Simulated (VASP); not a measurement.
Data:

```yaml
crystal:
  lattice:
    - [3.14650, 0.00000, 0.00000]
    - [-1.57325, 2.72495, 0.00000]
    - [0.00000, 0.00000, 23.73473]
  atoms:
    - { symbol: W, position: [0.33333, 0.66667, 0.63732] }
    - { symbol: W, position: [0.66667, 0.33333, 0.36268] }
    - { symbol: S, position: [0.33333, 0.66667, 0.29666] }
    - { symbol: S, position: [0.66667, 0.33333, 0.70334] }
    - { symbol: S, position: [0.66667, 0.33333, 0.57124] }
    - { symbol: S, position: [0.33333, 0.66667, 0.42876] }
```

Computed with PBEsol GGA, VASP's PBE PAW potentials (set 64) (plane waves; VASP 6.6.1). Settings: 400 eV cut-off, Gaussian smearing of 0.050 eV, potentials W_sv S.

The cell holds a wide vacuum, so values per volume refer to the whole cell. Unless said otherwise, spin-orbit coupling is left out, though it shifts the bands of the heavy elements here.

**Question.** What does the run give for the band gap (along the path) with the smallest direct gap where there is one?

**Answer.** 
| Quantity | Result |
|---|---|
| band gap (along the path) | 1.66 eV |
| smallest direct gap (along the path) | 1.91 eV |

The cell is a sheet with vacuum, built from a database entry that may be metastable or hypothetical.
